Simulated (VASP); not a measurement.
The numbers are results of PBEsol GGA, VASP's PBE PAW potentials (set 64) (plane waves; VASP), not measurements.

VASP ran on this input.

KPOINTS:
```
Automatic
0
Gamma
6 6 11
```

### POSCAR
```
Sc3VN4
1.0
 -0.0127306964   4.3569008415   4.3486346802
  4.3569008415  -0.0127306964   4.3486346802
  2.1720850726   2.1720850726   0.0000000000
V N Sc
1 4 3
Cart
  0.0000000000   0.0000000000   0.0000000000
  2.1720850728   2.1720850728   2.1114226401
  4.4114559672   2.1047992505   4.3486346802
  2.1047992505   4.4114559672   4.3486346802
  4.3441701449   4.3441701449   6.5858467203
  2.1784504207  -0.0063653482   2.1743173401
 -0.0063653482   2.1784504207   2.1743173401
  2.1720850725   2.1720850725   4.3486346802
```

INCAR:
```
SYSTEM  =  Sc3VN4
PREC  =  Accurate; ENCUT  =  520; LREAL  =  F
LASPH  =  T
EDIFF  =  1E-6; NELM  =  100; ALGO  =  Normal
LMAXMIX  =  4
ISMEAR  =  1; SIGMA  =  0.1
GGA  =  PS
IBRION  =  2; NSW  =  60; ISIF  =  3
EDIFFG  =  -0.02
LWAVE  =  F; LCHARG  =  F
```

POTCAR, in this order: V_sv N Sc_sv (PBE.64 set). Program: vasp_std.

The run wrote:

OSZICAR:
```
       N       E                     dE             d eps       ncg     rms          rms(c)
DAV:   1     0.114354774423E+04    0.11435E+04   -0.31040E+04  9228   0.195E+03
DAV:   2     0.857166721968E+02   -0.10578E+04   -0.10435E+04 10836   0.743E+02
DAV:   3    -0.844831935556E+02   -0.17020E+03   -0.16453E+03 15173   0.289E+02
DAV:   4    -0.982394666820E+02   -0.13756E+02   -0.13616E+02 14648   0.817E+01
DAV:   5    -0.986351595497E+02   -0.39569E+00   -0.39467E+00 14632   0.182E+01    0.409E+01
DAV:   6    -0.911857811171E+02    0.74494E+01   -0.24624E+02 13431   0.801E+01    0.419E+01
DAV:   7    -0.812676273425E+02    0.99182E+01   -0.12534E+02 11994   0.935E+01    0.214E+01
DAV:   8    -0.800399810857E+02    0.12276E+01   -0.33399E+01 13271   0.315E+01    0.131E+01
DAV:   9    -0.784265255868E+02    0.16135E+01   -0.11096E+01 13880   0.212E+01    0.428E+00
DAV:  10    -0.783826505353E+02    0.43875E-01   -0.96973E-01 14509   0.681E+00    0.155E+00
DAV:  11    -0.783678257368E+02    0.14825E-01   -0.11862E-01 11856   0.241E+00    0.650E-01
DAV:  12    -0.783676672647E+02    0.15847E-03   -0.89215E-03 15219   0.749E-01    0.278E-01
DAV:  13    -0.783673341242E+02    0.33314E-03   -0.24839E-03 13040   0.266E-01    0.158E-01
DAV:  14    -0.783673110350E+02    0.23089E-04   -0.67712E-04 12337   0.201E-01    0.517E-02
DAV:  15    -0.783672970210E+02    0.14014E-04   -0.27226E-04 13768   0.105E-01    0.313E-02
DAV:  16    -0.783672936294E+02    0.33916E-05   -0.32507E-05 13006   0.436E-02    0.695E-03
DAV:  17    -0.783672933731E+02    0.25639E-06   -0.16171E-06  7371   0.129E-02
   1 F= -.78367293E+02 E0= -.78366955E+02  d E =-.783673E+02
       N       E                     dE             d eps       ncg     rms          rms(c)
DAV:   1    -0.783703662745E+02   -0.30726E-02   -0.24290E-01 11211   0.462E+00    0.633E-01
DAV:   2    -0.783720346258E+02   -0.16684E-02   -0.47634E-02 11911   0.166E+00    0.574E-01
DAV:   3    -0.783684099402E+02    0.36247E-02   -0.25355E-02 12670   0.104E+00    0.216E-01
DAV:   4    -0.783678642809E+02    0.54566E-03   -0.26516E-03 12459   0.344E-01    0.549E-02
DAV:   5    -0.783678195022E+02    0.44779E-04   -0.19436E-04 14161   0.140E-01    0.352E-02
DAV:   6    -0.783678113710E+02    0.81312E-05   -0.26785E-05 14537   0.448E-02    0.135E-02
DAV:   7    -0.783678089176E+02    0.24534E-05   -0.42870E-06  9707   0.190E-02    0.449E-03
DAV:   8    -0.783678086925E+02    0.22509E-06   -0.98448E-07  6737   0.108E-02
   2 F= -.78367809E+02 E0= -.78367522E+02  d E =-.515319E-03
       N       E                     dE             d eps       ncg     rms          rms(c)
DAV:   1    -0.783678283403E+02   -0.19423E-04   -0.14979E-03 11329   0.363E-01    0.502E-02
DAV:   2    -0.783678379005E+02   -0.95602E-05   -0.29254E-04 11981   0.131E-01    0.456E-02
DAV:   3    -0.783678154095E+02    0.22491E-04   -0.15489E-04 11746   0.819E-02    0.173E-02
DAV:   4    -0.783678121858E+02    0.32237E-05   -0.17243E-05 11504   0.283E-02    0.440E-03
DAV:   5    -0.783678120194E+02    0.16635E-06   -0.81567E-07  6870   0.125E-02
   3 F= -.78367812E+02 E0= -.78367521E+02  d E =-.518646E-03
       N       E                     dE             d eps       ncg     rms          rms(c)
DAV:   1    -0.783690254927E+02   -0.12133E-02   -0.15471E-01 10604   0.307E+00    0.438E-01
DAV:   2    -0.783708749618E+02   -0.18495E-02   -0.32769E-02 12224   0.127E+00    0.525E-01
DAV:   3    -0.783681993150E+02    0.26756E-02   -0.15097E-02 12480   0.806E-01    0.115E-01
DAV:   4    -0.783680550968E+02    0.14422E-03   -0.12826E-03 12776   0.228E-01    0.481E-02
DAV:   5    -0.783680363537E+02    0.18743E-04   -0.10536E-04 14178   0.994E-02    0.302E-02
DAV:   6    -0.783680357441E+02    0.60965E-06   -0.13019E-05 13376   0.278E-02    0.116E-02
DAV:   7    -0.783680355558E+02    0.18827E-06   -0.33012E-06  9202   0.134E-02
   4 F= -.78368036E+02 E0= -.78367783E+02  d E =-.223536E-03
```

### OUTCAR
```
------------------------ aborting loop because EDIFF is reached ----------------------------------------
  FORCE on cell =-STRESS in cart. coord.  units (eV):
  Direction    XX          YY          ZZ          XY          YZ          ZX
  --------------------------------------------------------------------------------------
  Total        0.0092707      0.0092707      0.1111634     -0.0158794     -0.0000000     -0.0000000
  in kB        0.1798618      0.1798618      2.1566982     -0.3080788     -0.0000000     -0.0000000
  external PRESSURE =       0.8388072 kB  Pullay stress =       0.0000000 kB
  volume of cell :       82.58
      direct lattice vectors                 reciprocal lattice vectors
    -0.010603815  4.360274819  4.343680526    -0.114393476  0.114393476  0.115109755
     4.360274819 -0.010603815  4.343680526     0.114393476 -0.114393476  0.115109755
     2.174835502  2.174835502  0.000000000     0.229902445  0.229902445 -0.230219509
 POSITION                                       TOTAL-FORCE (eV/Angst)
 -----------------------------------------------------------------------------------
     -0.01060      4.36027      4.34368         0.000000      0.000000     -0.000000
      2.17484      2.17484      2.10594         0.000000      0.000000     -0.019109
      4.41120      2.11331      4.34368         0.005780     -0.005780      0.000000
      2.11331      4.41120      4.34368        -0.005780      0.005780      0.000000
      4.34967      4.34967      6.58142        -0.000000     -0.000000      0.019109
      2.16953      4.35497      6.51552         0.000000      0.000000      0.000000
     -0.00530      2.18014      2.17184         0.000000      0.000000      0.000000
      2.17484      2.17484      4.34368         0.000000      0.000000      0.000000
 -----------------------------------------------------------------------------------
    total drift:                                0.000000      0.000000     -0.000000
  FREE ENERGIE OF THE ION-ELECTRON SYSTEM (eV)
  ---------------------------------------------------
  free  energy   TOTEN  =       -78.3680355558 eV

  energy  without entropy=      -78.3672773726  energy(sigma->0) =      -78.36778283

 reached required accuracy - stopping structural energy minimisation
```
(Selected blocks of OUTCAR.)

**CONTCAR**
```
Sc3VN4
   1.00000000000000
    -0.0106038150084438    4.3602748187290237    4.3436805259213145
     4.3602748187290237   -0.0106038150084438    4.3436805259213145
     2.1748355019102958    2.1748355019102958    0.0000000000000570
  V               N               Sc
     1     4     3
Direct
     1.0000000000000000    0.0000000000000000    0.0000000000000000
     0.2424139810954364    0.2424139810954364    0.5151720379091290
     0.2371358970289811    0.7628641029710188    0.5000000000000000
     0.7628641029710188    0.2371358970289811    0.5000000000000000
     0.7575860189045636    0.7575860189045636    0.4848279620908710
     1.0000000000000000    0.5000000000000000    0.0000000000000000
     0.5000000000000000    0.0000000000000000    0.0000000000000000
     0.5000000000000000    0.5000000000000000    0.0000000000000000
```

**OUTCAR**
```
 val. band max:        7.7578356193   @ k =   0.5000   0.1667   0.1818

 cond. band min:       7.7719262145   @ k =  -0.3333  -0.3333   0.1818


 Fermi energy:         7.7710126750

 k-point     1 :       0.0000    0.0000    0.0000
  band No.  band energies     occupation
      1     -57.3205      2.00000
      2     -41.0355      2.00000
      3     -40.6124      2.00000
      4     -40.5734      2.00000
      5     -31.2646      2.00000
      6     -31.2502      2.00000
      7     -31.1996      2.00000
      8     -20.1933      2.00000
      9     -20.0822      2.00000
     10     -19.6744      2.00000
     11     -19.6462      2.00000
     12     -19.3642      2.00000
     13     -19.3080      2.00000
     14     -19.2305      2.00000
     15     -19.2262      2.00000
     16     -19.1798      2.00000
     17      -7.9792      2.00000
     18      -6.6780      2.00000
     19      -5.7318      2.00000
     20      -5.4178      2.00000
     21       0.8229      2.00000
     22       1.2398      2.00000
     23       3.2315      2.00000
     24       3.2344      2.00000
     25       3.2933      2.00000
     26       3.7149      2.00000
     27       3.7187      2.00000
     28       5.5235      2.00000
     29       5.5495      2.00000
     30       5.8494      2.00000
     31       6.6477      2.00000
     32       6.6559      2.00000
     33       6.6843      2.00000
     34       7.7373      1.53604
     35       7.9410     -0.03713
     36       8.4580     -0.00000
     37       9.1206     -0.00000
     38       9.4119     -0.00000
     39      10.3447      0.00000

 k-point     2 :       0.1667    0.0000    0.0000
  band No.  band energies     occupation
      1     -57.3205      2.00000
      2     -41.0341      2.00000
      3     -40.6107      2.00000
      4     -40.5768      2.00000
      5     -31.2643      2.00000
      6     -31.2502      2.00000
      7     -31.1992      2.00000
      8     -20.1622      2.00000
      9     -20.0657      2.00000
...
```

The structure was generated: Sc3VN4 was put into an ordered model structure (Cmmm), which need not be its known phase. This run relaxes it. Symmetry was kept, so distortions that lower it aren't found. The start is the result of an earlier pass. The run is not spin-polarised, so no magnetic state was tried.
